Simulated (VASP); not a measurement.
# PmS (Fm-3m) in VASP: a series of runs, part 2 of 2

VASP 6.6.1. The steps go on from the part before.

## (3) Single point, LDA+U, collinear spin, ferromagnetic start

INCAR reads:

```
PREC = Accurate ; ENCUT = 520
EDIFF = 1E-7 ; ISMEAR = 0
SIGMA = 0.05 ; LREAL = False
LASPH = True ; NELM = 150
ALGO = Normal ; ISIF = 2
LWAVE = False ; LCHARG = False
ISPIN = 2 ; MAGMOM = 4 0
LORBIT = 11 ; LMAXMIX = 6
LDAU = True ; LDAUTYPE = 2
LDAUL = 3 -1 ; LDAUU = 6 0
LDAUJ = 0 0 ; LDAUPRINT = 1
GGA = CA
```

KPOINTS reads:

```
regular mesh
0
Gamma
  6 6 6
```

POSCAR reads:

```
PmS
1.0
    0.0000000000      2.8386760400      2.8386760400
    2.8386760400      0.0000000000      2.8386760400
    2.8386760400      2.8386760400      0.0000000000
Pm S
1 1
Direct
    0.5000000000      0.5000000000      0.5000000000
    0.0000000000      0.0000000000      0.0000000000
```

Potentials or basis: VASP PAW PBE potentials, release 64 (Pm, S).

Launch:

```bash
> cat potpaw_PBE.64/Pm/POTCAR potpaw_PBE.64/S/POTCAR > POTCAR
> mpirun -np 1 vasp_std > vasp.out
```

OUTCAR:

```text
PREC = Accurate
   ENCUT = 520
   EDIFF = 1E-7
   ISMEAR = 0
   LREAL = False
   LASPH = True
   NELM = 150
   ISIF = 2
   ISPIN = 2
   LORBIT = 11
   GGA = CA

 ion  position               nearest neighbor table
   1  0.500  0.500  0.500-   2 2.84   2 2.84   2 2.84   2 2.84   2 2.84   2 2.84
   2  0.000  0.000  0.000-   1 2.84   1 2.84   1 2.84   1 2.84   1 2.84   1 2.84

  LATTYP: Found a face centered cubic cell.
 ALAT       =     5.6773520800

  Lattice vectors:

 A1 = (   0.0000000000,   2.8386760400,   2.8386760400)
 A2 = (   2.8386760400,   0.0000000000,   2.8386760400)
 A3 = (   2.8386760400,   2.8386760400,   0.0000000000)

Analysis of symmetry for initial positions (statically):
=====================================================================
 Subroutine PRICEL returns:
 Original cell was already a primitive cell.

 Routine SETGRP: Setting up the symmetry group for a
 face centered cubic supercell.

 Subroutine GETGRP returns: Found 48 space group operations
 (whereof 48 operations were pure point group operations)
 out of a pool of 48 trial point group operations.

The static configuration has the point symmetry O_h .

Analysis of symmetry for dynamics (positions and initial velocities):
=====================================================================
 Subroutine PRICEL returns:
 Original cell was already a primitive cell.

 Routine SETGRP: Setting up the symmetry group for a
 face centered cubic supercell.

 Subroutine GETGRP returns: Found 48 space group operations
 (whereof 48 operations were pure point group operations)
 out of a pool of 48 trial point group operations.

The dynamic configuration has the point symmetry O_h .

Analysis of structural, dynamic, and magnetic symmetry:
=====================================================================
 Subroutine PRICEL returns:
 Original cell was already a primitive cell.
[... 193 lines left out ...]

 E-fermi :   7.2779     XC(G=0): -10.7657

 val. band max:        7.2714938853   @ k =   0.5000   0.0000   0.0000
 cond. band min:       7.2843098303   @ k =   0.1667   0.0000   0.0000
 fundamental gap:      0.0128159450
 Fermi energy:         7.2779170444

 spin component 1

 k-point     1 :       0.0000    0.0000    0.0000
  band No.  band energies     occupation
      1     -31.1139      1.00000
      2     -11.5275      1.00000
      3     -11.5275      1.00000
      4     -11.5275      1.00000
      5      -6.5259      1.00000
      6       4.2539      1.00000
[... 280 lines left out ...]
      2     -11.9824      1.00000
      3     -11.8209      1.00000
      4     -11.8070      1.00000
      5      -5.8654      1.00000
      6       2.9027      1.00000
[... 8 lines left out ...]
     15       7.9886      0.00000
     16      10.2494      0.00000
 Fermi energy:         7.2779170444

 spin component 2

 k-point     1 :       0.0000    0.0000    0.0000
  band No.  band energies     occupation
      1     -29.2263      1.00000
      2     -10.0861      1.00000
      3     -10.0861      1.00000
      4     -10.0861      1.00000
      5      -6.4782      1.00000
      6       4.6725      1.00000
[... 281 lines left out ...]
      3     -10.4564      1.00000
      4     -10.4364      1.00000
      5      -5.7875      1.00000
      6       3.2632      1.00000
[... 8 lines left out ...]
     15      12.7592      0.00000
     16      13.1220      0.00000

------------------------ aborting loop because EDIFF is reached ----------------------------------------

  FORCE on cell =-STRESS in cart. coord.  units (eV):
  Direction    XX          YY          ZZ          XY          YZ          ZX
  --------------------------------------------------------------------------------------
  -------------------------------------------------------------------------------------
  Total       -0.0540427     -0.0540427     -0.0540427      0.0000000      0.0000000      0.0000000
  in kB       -1.8926493     -1.8926493     -1.8926493      0.0000000      0.0000000      0.0000000
  external PRESSURE =      -1.8926493 kB  Pullay stress =       0.0000000 kB

 VOLUME and BASIS-vectors are now :
 -----------------------------------------------------------------------------
  energy-cutoff  :      520.00
  volume of cell :       45.75
      direct lattice vectors                 reciprocal lattice vectors
     0.000000000  2.838676040  2.838676040    -0.176138451  0.176138451  0.176138451
     2.838676040  0.000000000  2.838676040     0.176138451 -0.176138451  0.176138451
     2.838676040  2.838676040  0.000000000     0.176138451  0.176138451 -0.176138451

 POSITION                                       TOTAL-FORCE (eV/Angst)
 -----------------------------------------------------------------------------------
      2.83868      2.83868      2.83868         0.000000      0.000000      0.000000
      0.00000      0.00000      0.00000        -0.000000      0.000000     -0.000000
 -----------------------------------------------------------------------------------
    total drift:                                0.000000     -0.000000      0.000000

  FREE ENERGIE OF THE ION-ELECTRON SYSTEM (eV)
  ---------------------------------------------------
  free  energy   TOTEN  =       -14.4980952347 eV

  energy  without entropy=      -14.4846568981  energy(sigma->0) =      -14.49137607

 total charge

# of ion       s       p       d       f       tot
--------------------------------------------------
    1        1.993   5.560   0.472   4.416  12.440
    2        1.312   2.432   0.000   0.000   3.744
--------------------------------------------------
tot          3.305   7.991   0.472   4.416  16.184

 magnetization (x)

# of ion       s       p       d       f       tot
--------------------------------------------------
    1       -0.010   0.008   0.080   4.380   4.459
    2       -0.007  -0.053   0.000   0.000  -0.060
--------------------------------------------------
tot         -0.017  -0.045   0.080   4.380   4.398
```

OSZICAR:

```text
N       E                     dE             d eps       ncg     rms          rms(c)
DAV:   1     0.175296098134E+03    0.17530E+03   -0.88337E+03  1032   0.185E+03
DAV:   2     0.124042647448E+02   -0.16289E+03   -0.15311E+03  1272   0.289E+02
DAV:   3    -0.884318457989E+01   -0.21247E+02   -0.21004E+02  1664   0.124E+02
[... 12 lines left out ...]
DAV:  16    -0.144981094832E+02    0.34043E-04   -0.24653E-04  1768   0.237E-01    0.675E-02
DAV:  17    -0.144980921879E+02    0.17295E-04   -0.69664E-05  1704   0.103E-01    0.292E-02
DAV:  18    -0.144980935049E+02   -0.13170E-05   -0.74416E-05  1696   0.880E-02    0.119E-02
DAV:  19    -0.144980960703E+02   -0.25654E-05   -0.56618E-06  1656   0.245E-02    0.135E-02
DAV:  20    -0.144980952961E+02    0.77425E-06   -0.29260E-06  1640   0.227E-02    0.637E-03
DAV:  21    -0.144980952347E+02    0.61435E-07   -0.37157E-07  1136   0.643E-03
   1 F= -.14498095E+02 E0= -.14491376E+02  d E =-.134383E-01  mag=     4.6946
```

It took 71 s on 1 thread of AMD EPYC 7R43 (Zen 3), shared host; peak memory 0.15 GiB.

What came out:

| Item | Value |
| --- | --- |
| Free energy | -14.4981 eV |
| Pressure | -0.2 GPa |
| Band gap on the k mesh | none (metal or under the smearing width) |
| Net moment | 4.69 μB per cell |
| Site moments | Pm +4.46; S -0.06 μB |
| Valence electrons inside the program's atomic spheres | Pm 12.44; S 3.74 |

Levels at points of the mesh, in eV from the Fermi level:
Spin up:
| k point | band 10 | band 11 | band 12 | band 13 | band 14 | band 15 | band 16 |
| --- | --- | --- | --- | --- | --- | --- | --- |
| (0.00, 0.00, 0.00) | -2.93 | -2.93 | 0.60 | 0.60 | 0.60 | 0.61 | 0.61 |
| (0.50, 0.00, 0.00) | -3.16 | -3.02 | -0.14 | -0.01 | -0.01 | 2.63 | 3.47 |
| (0.50, 0.50, 0.00) | -2.48 | -2.48 | -1.57 | -0.05 | 0.22 | 0.22 | 2.97 |
Spin down:
| k point | band 4 | band 5 | band 6 | band 7 | band 8 | band 9 | band 10 | band 11 | band 12 | band 13 |
| --- | --- | --- | --- | --- | --- | --- | --- | --- | --- | --- |
| (0.00, 0.00, 0.00) | -17.36 | -13.76 | -2.61 | -2.61 | -2.61 | 1.11 | 1.11 | 1.11 | 2.14 | 2.19 |
| (0.50, 0.00, 0.00) | -17.42 | -12.14 | -5.67 | -4.26 | -4.26 | 3.02 | 3.96 | 4.48 | 4.48 | 4.95 |
| (0.50, 0.50, 0.00) | -17.61 | -13.44 | -3.56 | -2.86 | -2.86 | -1.15 | 3.64 | 4.80 | 5.11 | 5.28 |

Eigenvalues of the final occupation matrices:
```csv
site,spin,trace,eigenvalues
site 1 f,1,4.41,0.00 0.49 0.49 0.49 0.98 0.98 0.98
site 1 f,2,0.02,0.00 0.00 0.00 0.00 0.00 0.00 0.00
```

Caveat: the magnetic or orbital state may not be the lowest; the PAW data sets were made with another functional, which shifts forces and pressure a little; spin-orbit coupling is left out, which moves the levels of the heavy elements. The state reached can hang on the start; a lower one may exist.
